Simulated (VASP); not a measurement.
# A VASP study of TaSb2 (PBEsol): structure first, properties next, part 2 of 6

What structure and properties does PBEsol give TaSb2, and how near are they to the measured ones? The start is a computed cell from the Materials Project.

VASP 6.6.1, plane waves and PAW; the level of theory is named at each step.

So far. Step 2 (Full relaxation (PBEsol)): It ends with a largest force of 0.010 eV/Å and a pressure of 0.03 GPa.

## (3) Second relaxation

Level of this step: PBEsol; plane waves and PAW (Ta_pv, Sb) (VASP).

A relaxation keeps the plane waves of the cell it began with, so it is repeated from the new cell, on a basis made for it.

Contents of INCAR:

```
SYSTEM = TaSb2
PREC = Accurate
ENCUT = 400
EDIFF = 1E-06
NELM = 100
ISMEAR = 0
SIGMA = 0.05
LREAL = .FALSE.
ALGO = Normal
GGA = PS
NBANDS = 27
LASPH = .TRUE.
LORBIT = 11
LWAVE = .FALSE.
LCHARG = .FALSE.
KPAR = 4
IBRION = 2
NSW = 60
ISIF = 3
EDIFFG = -0.01
```

Contents of POSCAR:

```
TaSb2
1.0
    5.1171574945     -1.8183642879      0.0095185283
    5.1171574945      1.8183642879      0.0095185283
   -4.2154227015      0.0000000000      7.1302925838
Ta Sb
2 4
Direct
    0.8497042829      0.8497042829      0.8118814231
    0.1502957171      0.1502957171      0.1881185769
    0.1480743744      0.1480743744      0.5345757291
    0.8519256356      0.8519256356      0.4654242709
    0.4049162393      0.4049162393      0.1137224561
    0.5950837607      0.5950837607      0.8862775439
```

Contents of KPOINTS:

```
Automatic mesh
0
Gamma
8 8 4
0 0 0
```

Potentials, in the order of the species: Ta_pv and Sb (PBE family, release 64).

Run with:

```sh
$ mpirun -np 4 vasp_std
```

The program printed:

```text
[banner, memory and clock lines left out]
running    4 mpi-ranks, on    1 nodes
 distrk:  each k-point on    1 cores,    4 groups
 distr:  one band on    1 cores,    1 groups

 POSCAR found type information on POSCAR TaSb
 POSCAR found :  2 types and       6 ions
 [... a notice as in an earlier step ...]

 LDA part: xc-table for (Slater+PW92), standard interpolation
 POSCAR, INCAR and KPOINTS ok, starting setup
 FFT: planning ... GRIDC
 FFT: planning ... GRID_SOFT
 FFT: planning ... GRID
 WAVECAR not read
 entering main loop
       N       E                     dE             d eps       ncg     rms          rms(c)
DAV:   1     0.265162106097E+03    0.26516E+03   -0.16677E+04  4700   0.112E+03
DAV:   2    -0.290761021686E+02   -0.29424E+03   -0.28890E+03  4914   0.289E+02
DAV:   3    -0.454413454905E+02   -0.16365E+02   -0.15963E+02  5355   0.626E+01
DAV:   4    -0.458175390231E+02   -0.37619E+00   -0.37394E+00  5360   0.942E+00
DAV:   5    -0.458237893400E+02   -0.62503E-02   -0.62386E-02  5514   0.137E+00    0.185E+01
DAV:   6    -0.447860493979E+02    0.10377E+01   -0.42935E+00  5328   0.101E+01    0.836E+00
DAV:   7    -0.445771326587E+02    0.20892E+00   -0.86067E-01  5333   0.389E+00    0.336E+00
DAV:   8    -0.445421979304E+02    0.34935E-01   -0.16545E-01  5390   0.221E+00    0.503E-01
DAV:   9    -0.445409573619E+02    0.12406E-02   -0.11429E-02  5705   0.508E-01    0.224E-01
DAV:  10    -0.445405947472E+02    0.36261E-03   -0.24123E-03  5320   0.269E-01    0.574E-02
DAV:  11    -0.445406000022E+02   -0.52550E-05   -0.25904E-04  5313   0.756E-02    0.212E-02
DAV:  12    -0.445406006398E+02   -0.63756E-06   -0.34392E-05  5295   0.296E-02    0.592E-03
DAV:  13    -0.445405999638E+02    0.67599E-06   -0.22121E-06  3712   0.853E-03
   1 F= -.44540600E+02 E0= -.44540186E+02  d E =-.445406E+02
 curvature:   0.00 expect dE= 0.000E+00 dE for cont linesearch  0.000E+00
 trial: gam= 0.00000 g(F)=  0.142E-04 g(S)=  0.162E-04 ort = 0.000E+00 (trialstep = 0.100E+01)
 search vector abs. value=  0.304E-04
 reached required accuracy - stopping structural energy minimisation
```

Run time: 51 s. Hardware: 4 MPI ranks of AMD EPYC 9R45, shared host; peak memory 1.4 GiB.

Parts of OUTCAR (step 3):

```text
  LATTYP: Found a base centered monoclinic cell.
 ALAT       =    10.2343326946
 B/A-ratio  =     0.3553459404
 C/A-ratio  =     0.8093509923
 COS(beta)  =    -0.5073122474

The static configuration has the point symmetry C_2h.

 Found     78 irreducible k-points:

   dimension x,y,z NGX =    36 NGY =   36 NGZ =   54
   dimension x,y,z NGXF=    72 NGYF=   72 NGZF=  108

   ENCUT  =  400.0 eV  29.40 Ry    5.42 a.u.   8.86  8.86 13.51*2*pi/ulx,y,z

   NELECT =      42.0000    total number of electrons

 E-fermi :   8.5414

 k-point     1 :       0.0000    0.0000    0.0000
  band No.  band energies     occupation
    ...
     17       6.8357      2.00000
     18       6.9611      2.00000
     19       7.5666      2.00000
     20       7.6941      2.00000
     21       8.0342      2.00000
     22       9.2213      0.00000
     23      10.0210      0.00000
     24      10.8069      0.00000
     25      10.8661      0.00000
     26      11.3548      0.00000
    ...

 k-point     2 :       0.1250    0.0000    0.0000
  band No.  band energies     occupation
    ...
     17       6.6866      2.00000
     18       6.8919      2.00000
     19       7.0867      2.00000
     20       7.4327      2.00000
     21       8.0007      2.00000
     22       9.4784      0.00000
     23      10.0481      0.00000
     24      10.4574      0.00000
     25      10.6312      0.00000
     26      11.0281      0.00000
    ...

  Total        0.0130797      0.0101278      0.0398373      0.0000000      0.0000000      0.0087211
  in kB        0.1577550      0.1221523      0.4804806      0.0000000      0.0000000      0.1051857
  external PRESSURE =       0.2534626 kB  Pullay stress =       0.0000000 kB

  energy-cutoff  :      400.00
  volume of cell :      132.84
      direct lattice vectors                 reciprocal lattice vectors
     5.117157494 -1.818364288  0.009518528     0.097603162 -0.274972404  0.057702904
     5.117157494  1.818364288  0.009518528     0.097603162  0.274972404  0.057702904
    -4.215422701  0.000000000  7.130292584    -0.000260589  0.000000000  0.140092639

 POSITION                                       TOTAL-FORCE (eV/Angst)
 -----------------------------------------------------------------------------------
      5.27372      0.00000      5.80513        -0.006352      0.000000      0.007033
      0.74517      0.00000      1.34420         0.006352      0.000000     -0.007033
     -0.73802      0.00000      3.81450        -0.003910      0.000000      0.003169
      6.75692      0.00000      3.33483         0.003910      0.000000     -0.003169
      3.66465      0.00000      0.81858         0.005273      0.000000      0.002093
      2.35424      0.00000      6.33075        -0.005273      0.000000     -0.002093
 -----------------------------------------------------------------------------------
    total drift:                               -0.000014      0.000000      0.000000

  FREE ENERGIE OF THE ION-ELECTRON SYSTEM (eV)
  ---------------------------------------------------
  free  energy   TOTEN  =       -44.5405999638 eV

  energy  without entropy=      -44.5397713522  energy(sigma->0) =      -44.54018566

 total charge
# of ion       s       p       d       tot
------------------------------------------
    1        0.282   6.135   2.405   8.821
    2        0.282   6.135   2.405   8.821
    3        1.143   1.299   0.062   2.504
    4        1.143   1.299   0.062   2.504
    5        1.128   1.304   0.056   2.489
    6        1.128   1.304   0.056   2.489
--------------------------------------------------
tot          5.105  17.476   5.047  27.629

[... 3 parts as in an earlier step ...]

[... 7 further parts left out ...]
```

Little changed from the start: no atom moved by 0.005 Å and no cell edge by 0.1 %.

Numbers from this step:

```
pressure                        : 0.02535 GPa
SCF cycles over all ionic steps : 13
```

It ends with a largest force of 0.009 eV/Å and a pressure of 0.03 GPa. The volume moved by under 0.01 %: the run met its threshold at the first step.

## (4) Density, ELF and potential (PBEsol)

The relaxed cell gets a fresh self-consistent run, on a basis set for its own volume, to fix the density and to check the remaining stress.

Changes to INCAR since step 3:

```diff
@@ -14,7 +14,5 @@
 LWAVE = .FALSE.
-LCHARG = .FALSE.
-KPAR = 4
-IBRION = 2
-NSW = 60
-ISIF = 3
-EDIFFG = -0.01
+LCHARG = .TRUE.
+ISIF = 2
+LELF = .TRUE.
+LVHAR = .TRUE.
```

POSCAR is that of step 3.

KPOINTS is that of step 3.

Run with:

```sh
$ mpirun -np 4 vasp_std
```

The program printed:

```text
[banner, memory and clock lines left out]
running    4 mpi-ranks, on    1 nodes
 distrk:  each k-point on    4 cores,    1 groups
 distr:  one band on    1 cores,    4 groups

 POSCAR found type information on POSCAR TaSb
 POSCAR found :  2 types and       6 ions
 [... a notice as in an earlier step ...]

 LDA part: xc-table for (Slater+PW92), standard interpolation
|                                                                             |
|           W    W    AA    RRRRR   N    N  II  N    N   GGGG   !!!           |
|           W    W   A  A   R    R  NN   N  II  NN   N  G    G  !!!           |
|           W    W  A    A  R    R  N N  N  II  N N  N  G       !!!           |
|           W WW W  AAAAAA  RRRRR   N  N N  II  N  N N  G  GGG   !            |
|           WW  WW  A    A  R   R   N   NN  II  N   NN  G    G                |
|           W    W  A    A  R    R  N    N  II  N    N   GGGG   !!!           |
|                                                                             |
|     The number of bands has been changed from the values supplied in        |
|     The orbitals not found in the WAVECAR file will be initialized with     |
|     random numbers, which is usually adequate. For correlated               |
|     calculations, however, you should redo the groundstate calculation.     |
|     I found NBANDS = 27. Now, NBANDS = 28.                                  |
|                                                                             |

 POSCAR, INCAR and KPOINTS ok, starting setup
 FFT: planning ... GRIDC
 FFT: planning ... GRID_SOFT
 FFT: planning ... GRID
 WAVECAR not read
 entering main loop
       N       E                     dE             d eps       ncg     rms          rms(c)
DAV:   2    -0.297479644393E+02   -0.29065E+03   -0.28452E+03  5156   0.281E+02
DAV:   3    -0.454683455351E+02   -0.15720E+02   -0.15342E+02  5504   0.606E+01
DAV:   4    -0.458183118649E+02   -0.34997E+00   -0.34789E+00  5592   0.893E+00
DAV:   5    -0.458238281038E+02   -0.55162E-02   -0.55114E-02  5584   0.129E+00    0.185E+01
DAV:   6    -0.447853047982E+02    0.10385E+01   -0.40203E+00  5540   0.977E+00    0.833E+00
DAV:   7    -0.445771704871E+02    0.20813E+00   -0.80612E-01  5396   0.379E+00    0.338E+00
DAV:   8    -0.445422580412E+02    0.34912E-01   -0.15517E-01  5552   0.212E+00    0.522E-01
DAV:   9    -0.445409633270E+02    0.12947E-02   -0.11245E-02  5716   0.496E-01    0.231E-01
DAV:  10    -0.445405950343E+02    0.36829E-03   -0.24056E-03  5572   0.264E-01    0.589E-02
DAV:  11    -0.445406001282E+02   -0.50939E-05   -0.26403E-04  5516   0.748E-02    0.226E-02
DAV:  12    -0.445406006624E+02   -0.53423E-06   -0.34521E-05  5532   0.296E-02    0.646E-03
DAV:  13    -0.445405999544E+02    0.70805E-06   -0.22029E-06  3852   0.828E-03
   1 F= -.44540600E+02 E0= -.44540186E+02  d E =-.828634E-03
```

Elapsed: 57 s, on 4 MPI ranks; peak memory 0.78 GiB.

Parts of OUTCAR (step 4):

```text
The static configuration has the point symmetry C_2h.

 Found     78 irreducible k-points:

   k-points           NKPTS =     78   k-points in BZ     NKDIM =     78   number of bands    NBANDS=     28

   NELECT =      42.0000    total number of electrons

 E-fermi :   8.5414

 k-point     2 :       0.1250    0.0000    0.0000
  band No.  band energies     occupation
    ...
     17       6.6866      2.00000
     18       6.8919      2.00000
     19       7.0867      2.00000
     20       7.4327      2.00000
     21       8.0007      2.00000
     22       9.4784      0.00000
     23      10.0481      0.00000
     24      10.4575      0.00000
     25      10.6312      0.00000
     26      11.0281      0.00000
    ...

 k-point     5 :       0.5000    0.0000    0.0000
  band No.  band energies     occupation
    ...
     17       5.6024      2.00000
     18       6.6891      2.00000
     19       6.8722      2.00000
     20       7.0751      2.00000
     21       7.5179      2.00000
     22       9.8643      0.00000
     23      10.2140      0.00000
     24      10.6984      0.00000
     25      10.9049      0.00000
     26      10.9505      0.00000
    ...

  Total        0.0131061      0.0099384      0.0396555      0.0000000      0.0000000      0.0086459
  in kB        0.1580742      0.1198674      0.4782878      0.0000000      0.0000000      0.1042791
  external PRESSURE =       0.2520765 kB  Pullay stress =       0.0000000 kB

 POSITION                                       TOTAL-FORCE (eV/Angst)
 -----------------------------------------------------------------------------------
      5.27372      0.00000      5.80513        -0.006372      0.000000      0.007007
      0.74517      0.00000      1.34420         0.006372      0.000000     -0.007007
     -0.73802      0.00000      3.81450        -0.003891      0.000000      0.003170
      6.75692      0.00000      3.33483         0.003891      0.000000     -0.003170
      3.66465      0.00000      0.81858         0.005268      0.000000      0.002107
      2.35424      0.00000      6.33075        -0.005268      0.000000     -0.002107
 -----------------------------------------------------------------------------------
    total drift:                               -0.000014      0.000000      0.000000

  FREE ENERGIE OF THE ION-ELECTRON SYSTEM (eV)
  ---------------------------------------------------
  free  energy   TOTEN  =       -44.5405999544 eV

  energy  without entropy=      -44.5397713202  energy(sigma->0) =      -44.54018564

[... 12 parts as in an earlier step ...]

[... 1 further part left out ...]
```

This step gave:

| Item | Value |
| --- | --- |
| SCF cycles | 13 |
| bands | 28 |
| pressure | 0.02521 GPa |

Valence electrons inside each PAW sphere by angular momentum. Sphere charges, by row:

| atom | s (e) | p (e) | d (e) | tot (e) |
| --- | --- | --- | --- | --- |
| Ta1 | 0.282 | 6.135 | 2.405 | 8.821 |
| Ta2 | 0.282 | 6.135 | 2.405 | 8.821 |
| Sb3 | 1.143 | 1.299 | 0.062 | 2.504 |
| Sb4 | 1.143 | 1.299 | 0.062 | 2.504 |
| Sb5 | 1.128 | 1.304 | 0.056 | 2.489 |
| Sb6 | 1.128 | 1.304 | 0.056 | 2.489 |

ELF in the ac plane of the conventional cell at fractional y = 0.000, with atoms of Ta and Sb within 0.2 Å of it. It is the smooth field of the valence electrons, not physical close to the nuclei.

Ten even steps from '0' (0.02) to '9' (0.86), each cell a mean:
```
44432124688853257788874211223
34431113677643577678974223443
23321012565445786579973332342
22210012344457887799843310231
21100023444468999999533201321
11001345544467899986224324322
10024788753345677643124444343
32358998742112332222222235775
54688888621000001123322479987
77887777410000000233334799998
89875676311110001223236888889
99877875222210001111246766789
88999874333210000001257766888
78999743343210000001368888876
57886422233211111112589998633
35654333223345543223688875211
23344343135788876434677631001
11331033269999987544443210001
12310133599988887544432000112
13311344899767875445431001233
23443336997667753467641001343
33332236887777533688752112344
43211235788875235788753222234
```
Columns run along a (10.2 Å), rows up along c (8.3 Å), edges of the conventional cell, whose origin can differ from the input's. Atoms in or near the plane, at fractional coordinates: Ta at (0.85, 0.81), Ta at (0.15, 0.19), Sb at (0.15, 0.53), Sb at (0.85, 0.47), Sb at (0.40, 0.11), Sb at (0.60, 0.89).

Electrostatic potential energy in the ac plane of the conventional cell at fractional y = 0.000, with atoms of Ta and Sb within 0.2 Å of it. With pseudopotentials it is smooth inside the atoms' cores, unlike the true potential.

Values in eV, 12 rows by 16 columns, each cell a mean:
```
  0   1   2   2  -2  -7  -3   0 -17 -66 -71 -18  -1  -6 -11  -7
  0   2   2   3   3   2   2  -4 -57 -87 -57  -7  -9 -20 -21 -11
  2   3   3   2   2   2   2  -5 -39 -40  -8  -4 -17 -24 -18  -5
  2   2  -3  -8  -2   2   3   0  -2   0   2  -4 -13 -13  -6   1
 -1 -14 -57 -58 -11   1   3   3   3   3   2   0  -3  -6 -14  -7
 -8 -61 -88 -58  -5   2   2   3   3   3   2   1 -11 -58 -72 -23
-11 -55 -51 -12   1   2   3   3   3   2   2  -3 -48 -87 -67 -10
 -2  -6  -5  -5  -2   2   3   3   2   3   2  -4 -37 -46 -13   0
  1  -6 -15 -17  -8   1  -1  -7  -2   2   2   0  -2  -1   2   3
 -3 -17 -25 -19  -6  -9 -49 -59 -14   1   2   2   3   3   3   2
 -8 -18 -19 -10  -5 -51 -87 -67  -8   1   1   2   3   2   2   1
 -4  -8  -5   0  -8 -53 -59 -17  -1  -6 -16  -6   1   2   1   0
```
Columns run along a (10.2 Å; values clipped at the 3rd and 97th percentile), rows up along c (8.3 Å), edges of the conventional cell, whose origin can differ from the input's. Atoms in or near the plane, at fractional coordinates: Ta at (0.85, 0.81), Ta at (0.15, 0.19), Sb at (0.15, 0.53), Sb at (0.85, 0.47), Sb at (0.40, 0.11), Sb at (0.60, 0.89).

Valence density in the ac plane of the conventional cell at fractional y = 0.000, with atoms of Ta and Sb within 0.2 Å of it. It is the smooth field of the valence electrons, not physical close to the nuclei.

Values in e/Å³, 12 rows by 16 columns, each cell a mean:
```
 0.2  0.2  0.1  0.1  0.2  0.3  0.3  0.2  0.3  0.2  0.2  0.3  0.2  0.4  0.7  0.4
 0.2  0.1  0.1  0.1  0.1  0.2  0.2  0.3  0.3 -0.1  0.3  0.3  0.7  2.7  2.8  0.7
 0.1  0.1  0.1  0.1  0.2  0.2  0.2  0.3  0.3  0.3  0.3  0.3  1.8  3.7  2.1  0.3
 0.1  0.1  0.2  0.3  0.3  0.2  0.1  0.2  0.2  0.2  0.1  0.3  1.0  1.1  0.4  0.2
 0.2  0.3  0.2  0.3  0.3  0.1  0.1  0.1  0.1  0.1  0.1  0.2  0.3  0.4  0.4  0.3
 0.4  0.2 -0.2  0.2  0.2  0.1  0.1  0.1  0.0  0.1  0.1  0.2  0.3  0.2  0.2  0.4
 0.4  0.3  0.3  0.3  0.2  0.1  0.1  0.1  0.1  0.1  0.1  0.2  0.3 -0.1  0.2  0.4
 0.2  0.3  0.4  0.3  0.2  0.2  0.1  0.1  0.1  0.1  0.1  0.2  0.4  0.3  0.3  0.2
 0.1  0.4  1.5  1.7  0.4  0.2  0.2  0.2  0.2  0.1  0.1  0.2  0.3  0.2  0.1  0.1
 0.2  1.8  3.9  2.4  0.4  0.3  0.3  0.3  0.3  0.2  0.2  0.2  0.1  0.1  0.1  0.1
 0.4  2.0  2.3  0.7  0.3  0.3 -0.2  0.2  0.3  0.2  0.2  0.2  0.1  0.1  0.1  0.2
 0.3  0.5  0.3  0.2  0.3  0.3  0.2  0.3  0.2  0.3  0.3  0.3  0.1  0.1  0.2  0.2
```
Columns run along a (10.2 Å), rows up along c (8.3 Å), edges of the conventional cell, whose origin can differ from the input's. Atoms in or near the plane, at fractional coordinates: Ta at (0.85, 0.81), Ta at (0.15, 0.19), Sb at (0.15, 0.53), Sb at (0.85, 0.47), Sb at (0.40, 0.11), Sb at (0.60, 0.89).

In this run the pressure is 0.03 GPa, small enough to go on.

(Continued in part 3 of 6.)

[Lines on the potential files, build, host, timing and source positions are cut from VASP's logs without a mark.]

[Logs are printed without paths, hosts, clocks, repeated set-up lines and the standing remarks that a program may print on its own settings, such as how far it seeks lower states.]

[Hosts, paths, dates, database ids (printed as entryN), source tags and the programs' standing remarks are cut or masked in the printed files.]

[A measured line is paired with the nearest computed mode of its activity, which favours agreement.]
